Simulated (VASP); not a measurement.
HfMoC2 under changes of volume

One of the cells (11.649 Å³/atom); the others are scaled copies at fixed shape and fractional positions:

```
CELL_PARAMETERS angstrom
3.21256 0.00000 0.00000
0.00000 3.21256 0.00000
0.00000 0.00000 4.51487
ATOMIC_POSITIONS crystal
Hf 0.00000 0.00000 0.00000
Mo 0.50000 0.50000 0.50000
C 0.50000 0.50000 0.00000
C 0.00000 0.00000 0.50000
```

The cell comes from a database or a generator and needn't be the stable form of this composition.

| Quantity | Value |
| --- | --- |
| Program | VASP 6.6.1 |
| Functional | PBE |
| Potentials or basis | VASP PAW PBE potentials, release 64 (Hf_pv, Mo_sv, C) |
| Cutoff | 520 eV |
| k mesh | 8 × 8 × 6 |
| Occupations | fermi-dirac, width 0.05 eV |
| Spin | no spin polarisation |

| volume (Å³/atom) | energy over the lowest point (meV/atom) | pressure (GPa) |
| --- | --- | --- |
| 10.735 | ? | ? |
| 10.964 | 10.90 | 10.9 |
| 11.192 | 0.00 | 4.4 |
| 11.649 | 3.47 | -6.6 |
| 11.877 | 16.20 | -11.3 |
| 12.106 | 35.27 | -15.5 |

Problem. What does the run at 10.735 Å³/atom give?

Solution. Energy over the lowest point 31.46 meV/atom; pressure 18.0 GPa.

Worked out: A Birch-Murnaghan fit of order 3 (a polynomial in V^(-2/3)) to the other rows has its minimum at 11.37 Å³/atom with B0 = V·E''(V) = 281 GPa and B' = 4.4 at fixed shape and positions, which overstates the stiffness. It gives 31.66 meV/atom at 10.735 Å³/atom, against the run's 31.46, and -dE/dV = 18.2 GPa, against 18.0.

Energies are extrapolated to zero smearing.
